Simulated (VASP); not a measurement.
These are vdW-DF-cx, VASP's PBE PAW potentials (set 64) (plane waves; VASP) values and carry that method's errors.

A VASP calculation is set up with these files.

KPOINTS:
```
K-points
0
Gamma
8 8 5
0 0 0
```

POSCAR:
```
AlN
1.0
  1.5754562666  -2.7287702929   0.0000000000
  1.5754562666   2.7287702929   0.0000000000
  0.0000000000   0.0000000000   5.0439921999
Al N
2 2
Direct
  0.6666670000   0.3333330000   0.5000225821
  0.3333330000   0.6666670000   0.0000225821
  0.6666670000   0.3333330000   0.8819774179
  0.3333330000   0.6666670000   0.3819774179
```

INCAR:
```
NELM  =  100   ! most electronic steps
ENCUT  =  520
ISMEAR  =  0   ! Gaussian
LCHARG  =  .FALSE.
PREC  =  Accurate
SIGMA  =  0.05   ! width (eV)
GGA  =  CX
NSW  =  30   ! most ionic steps
LWAVE  =  .FALSE.
EDIFFG  =  -0.01   ! ionic stop
EDIFF  =  1E-7   ! SCF stop (eV)
LASPH  =  .TRUE.
AGGAC  =  0.0
LREAL  =  .FALSE.   ! projection in real space or not
ALGO  =  Normal   ! blocked Davidson
IBRION  =  2   ! conjugate gradients
ISIF  =  4   ! ions and shape, fixed volume
LUSE_VDW  =  .TRUE.
SYSTEM  =  AlN
```

POTCAR, in this order: Al N (PBE.64 set). Program: vasp_std.

The run wrote:

File OSZICAR:
```
       N       E                     dE             d eps       ncg     rms          rms(c)
DAV:   1     0.554170547407E+02    0.55417E+02   -0.75357E+03   720   0.119E+03
DAV:   2    -0.253527880788E+02   -0.80770E+02   -0.74291E+02  1044   0.222E+02
DAV:   3    -0.296747686254E+02   -0.43220E+01   -0.43027E+01   944   0.545E+01
DAV:   4    -0.297125729509E+02   -0.37804E-01   -0.37799E-01   808   0.599E+00
DAV:   5    -0.297131215273E+02   -0.54858E-03   -0.54857E-03   924   0.736E-01    0.118E+01
DAV:   6    -0.252513927549E+02    0.44617E+01   -0.16279E+01   872   0.303E+01    0.434E+00
DAV:   7    -0.252601310837E+02   -0.87383E-02   -0.59752E-01   772   0.603E+00    0.287E+00
DAV:   8    -0.252463124264E+02    0.13819E-01   -0.84663E-02   804   0.311E+00    0.480E-01
DAV:   9    -0.252417350481E+02    0.45774E-02   -0.18880E-02   912   0.102E+00    0.241E-01
DAV:  10    -0.252422492787E+02   -0.51423E-03   -0.22358E-03   836   0.361E-01    0.141E-01
DAV:  11    -0.252421732249E+02    0.76054E-04   -0.20103E-04   864   0.116E-01    0.353E-02
DAV:  12    -0.252421744505E+02   -0.12256E-05   -0.61811E-06   792   0.250E-02    0.649E-03
DAV:  13    -0.252421741859E+02    0.26459E-06   -0.62338E-06   868   0.191E-02    0.436E-03
DAV:  14    -0.252421743694E+02   -0.18351E-06   -0.30442E-07   756   0.525E-03    0.119E-03
DAV:  15    -0.252421743924E+02   -0.22972E-07   -0.23745E-08   412   0.140E-03
   1 F= -.25242174E+02 E0= -.25242174E+02  d E =-.252422E+02
       N       E                     dE             d eps       ncg     rms          rms(c)
DAV:   1    -0.252423764091E+02   -0.20204E-03   -0.85511E-03   720   0.886E-01    0.510E-02
DAV:   2    -0.252423197821E+02    0.56627E-04   -0.75592E-05   908   0.828E-02    0.288E-02
DAV:   3    -0.252422912307E+02    0.28551E-04   -0.44216E-05   888   0.577E-02    0.181E-03
DAV:   4    -0.252422915603E+02   -0.32965E-06   -0.30367E-06   800   0.162E-02    0.153E-03
DAV:   5    -0.252422915110E+02    0.49381E-07   -0.52346E-08   440   0.230E-03
   2 F= -.25242292E+02 E0= -.25242292E+02  d E =-.117119E-03
       N       E                     dE             d eps       ncg     rms          rms(c)
DAV:   1    -0.252423226824E+02   -0.31122E-04   -0.18354E-03   720   0.411E-01    0.236E-02
DAV:   2    -0.252423103728E+02    0.12310E-04   -0.16274E-05   912   0.384E-02    0.134E-02
DAV:   3    -0.252423043610E+02    0.60117E-05   -0.95601E-06   880   0.269E-02    0.854E-04
DAV:   4    -0.252423044465E+02   -0.85523E-07   -0.66199E-07   804   0.758E-03
   3 F= -.25242304E+02 E0= -.25242304E+02  d E =-.130054E-03
       N       E                     dE             d eps       ncg     rms          rms(c)
DAV:   1    -0.252423115644E+02   -0.72034E-05   -0.89524E-03   720   0.869E-01    0.141E-02
DAV:   2    -0.252423206400E+02   -0.90756E-05   -0.13451E-04   844   0.992E-02    0.945E-03
DAV:   3    -0.252423176755E+02    0.29645E-05   -0.30950E-06   848   0.205E-02    0.426E-03
DAV:   4    -0.252423174444E+02    0.23107E-06   -0.33774E-06   848   0.165E-02    0.153E-03
DAV:   5    -0.252423174642E+02   -0.19781E-07   -0.38832E-07   616   0.607E-03
   4 F= -.25242317E+02 E0= -.25242317E+02  d E =-.130176E-04
```

**OUTCAR**
```
------------------------ aborting loop because EDIFF is reached ----------------------------------------
  FORCE on cell =-STRESS in cart. coord.  units (eV):
  Direction    XX          YY          ZZ          XY          YZ          ZX
  --------------------------------------------------------------------------------------
  Total       -1.5083852     -1.5083852     -1.4886801      0.0000000      0.0000000      0.0000000
  in kB      -55.7243640    -55.7243638    -54.9963949      0.0000000      0.0000000      0.0000000
  external PRESSURE =     -55.4817076 kB  Pullay stress =       0.0000000 kB
  volume of cell :       43.37
      direct lattice vectors                 reciprocal lattice vectors
     1.574218168 -2.726625844  0.000000000     0.317617983 -0.183376829  0.000000000
     1.574218168  2.726625844 -0.000000000     0.317617983  0.183376829 -0.000000000
     0.000000000  0.000000000  5.051929364     0.000000000  0.000000000  0.197944177
  FREE ENERGIE OF THE ION-ELECTRON SYSTEM (eV)
  ---------------------------------------------------
  free  energy   TOTEN  =       -25.2423174642 eV

  energy  without entropy=      -25.2423174642  energy(sigma->0) =      -25.24231746

 reached required accuracy - stopping structural energy minimisation
```
(Selected blocks of OUTCAR.)

**CONTCAR**
```
AlN
   1.00000000000000
     1.5742181680607654   -2.7266258439532445    0.0000000000000000
     1.5742181680607654    2.7266258439532445   -0.0000000000000000
     0.0000000000000000    0.0000000000000000    5.0519293643603449
  Al              N
     2     2
Direct
     0.6666669999999968    0.3333330000000032    0.5004200973534614
     0.3333330000000032    0.6666669999999968    0.0004200973534614
     0.6666669999999968    0.3333330000000032    0.8815799026465436
     0.3333330000000032    0.6666669999999968    0.3815799026465436
```

The compound is AlN in the wurtzite structure. This cell is one point of a volume scan, at 1.03 of the reference volume. Symmetry was kept, so distortions that lower it aren't found.
